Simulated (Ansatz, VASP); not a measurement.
# One calculation of TlS2, two programs

```
Tl S
1.0
     3.87379    0.00000    0.00000
    -1.93690    3.35480    0.00000
     0.00000   -2.23653    5.32476
Tl S
1 2
Direct
  0.00000 0.00000 0.00000
  0.23948 0.47897 0.71845
  0.76052 0.52103 0.28155
```

Alike in both runs: functional r2SCAN; k mesh 8 × 8 × 8; no spin polarisation.

Ansatz relaxed the structure, and its values are those at the end. VASP's run is a single point on that final structure, the one shown.

```csv
,VASP,Ansatz
version,VASP 6.6.1,Ansatz 0.2.0
potentials or method,"VASP PAW PBE potentials, release 64 (Tl_d, S)",PAW plane waves
plane-wave cutoff (eV),520,500
occupations,"fermi-dirac, width 0.1 eV",fermi-dirac
valence electrons in the cell,25,25
```

|  | VASP | Ansatz | Ansatz less VASP |
| --- | --- | --- | --- |
| pressure (GPa) | -0.1 | 0.0 | +0.04 |

Ansatz warned: «structure_snapped_to_symmetry».

Caveats: the PAW data sets were made with another functional, which shifts forces and pressure a little (VASP). Spin-orbit coupling is left out, which matters for the levels of Tl.
